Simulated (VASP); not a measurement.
Input of a VASP 6.6.1 run:

File POSCAR:

```
Al2Cu
1.0
   -2.9712808202      2.9712808202      2.3898642243
    2.9712808202     -2.9712808202      2.3898642243
    2.9712808202      2.9712808202     -2.3898642243
  Al              Cu
     4     2
Direct
     0.6593783039192386    0.1593783039192385    0.8187566078384840
     0.1593783039192385    0.3406216960807615    0.5000000000000000
     0.3406216960807615    0.8406216960807614    0.1812433921615159
     0.8406216960807614    0.6593783039192386    0.5000000000000000
     0.2500000000000000    0.2500000000000000    1.0000000000000000
     0.7500000000000000    0.7500000000000000    1.0000000000000000
```

File INCAR.step1:

```
PREC = Accurate
ENCUT = 600
EDIFF = 1E-8
ISMEAR = 1
SIGMA = 0.2
LREAL = F
LASPH = T
NELM = 60
ALGO = Fast
ISIF = 3
LWAVE = F
LCHARG = F
GGA = CA
KPAR = 16
IBRION = 2
NSW = 40
EDIFFG = -0.002
```

INCAR.step2

```
PREC = Accurate
ENCUT = 600
EDIFF = 1E-8
ISMEAR = 1
SIGMA = 0.2
LREAL = F
LASPH = T
NELM = 60
ALGO = Fast
ISIF = 3
LWAVE = F
LCHARG = F
GGA = CA
KPAR = 16
IBRION = 6
NFREE = 2
POTIM = 0.015
NSW = 1
```

Contents of KPOINTS:

```
Automatic mesh
0
Gamma
  14 14 14
```

Potentials or basis: VASP PAW LDA potentials, release 64 (Al, Cu).

Run with:

```sh
$ cat potpaw_LDA.64/Al/POTCAR potpaw_LDA.64/Cu/POTCAR > POTCAR
$ cp INCAR.step1 INCAR
$ mpirun -np 16 vasp_std > vasp.out
$ cp CONTCAR POSCAR
$ cp INCAR.step2 INCAR
$ mpirun -np 16 vasp_std > vasp.out
```

Predict the Voigt bulk modulus.

114 GPa.

Predict the highest phonon frequency at Γ, LO-TO splitting left out.

331 cm⁻¹.

Predict the relaxed cell.

a = 4.836 Å, b = 4.836 Å, c = 4.836 Å, α = 104.15°, β = 104.15°, γ = 120.74°.

Predict the space group after relaxing (to 0.05 Å).

I4/mcm (No. 140).

Final structure:
```cif
data_structure
_symmetry_space_group_name_H-M 'P 1'
_symmetry_Int_Tables_number 1
_cell_length_a 4.8356
_cell_length_b 4.8356
_cell_length_c 4.8356
_cell_angle_alpha 104.150
_cell_angle_beta 104.150
_cell_angle_gamma 120.737
_cell_volume 84.48
loop_
_atom_site_label
_atom_site_type_symbol
_atom_site_fract_x
_atom_site_fract_y
_atom_site_fract_z
_atom_site_occupancy
Al1 Al 0.65937 0.15937 0.81873 1
Al2 Al 0.15937 0.34063 0.50000 1
Al3 Al 0.34063 0.84063 0.18127 1
Al4 Al 0.84063 0.65937 0.50000 1
Cu1 Cu 0.25000 0.25000 0.00000 1
Cu2 Cu 0.75000 0.75000 0.00000 1
```
